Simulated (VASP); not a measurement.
Here is the system:

```
CELL_PARAMETERS angstrom
      0.00000     3.06000     3.06000
      3.06000     0.00000     3.06000
      3.06000     3.06000     0.00000
ATOMIC_POSITIONS crystal
  Pb 0.00000 0.00000 0.00000
  Se 0.50000 0.50000 0.50000
```

Method: PBE GGA, VASP's PBE PAW potentials (set 64) (plane waves; VASP 6.6.1). Numerical set-up: EDIFF = 1E-5, 400 eV cut-off, 7×7×7 Γ-centred mesh, Gaussian smearing of 0.050 eV, potentials Pb_d Se.

Question: Give the stress tensor in GPa (positive for a compressed cell).

Answer: 
```
2.39  0.00  0.00
0.00  2.39  0.00
0.00  0.00  2.39
```
The pressure is its mean diagonal, 2.39 GPa.

The compound is PbSe in the rock salt structure. The cell was not relaxed at this level. The run is one of a series of settings (EDIFF = 1E-5 against the base run), some of them coarse on purpose.
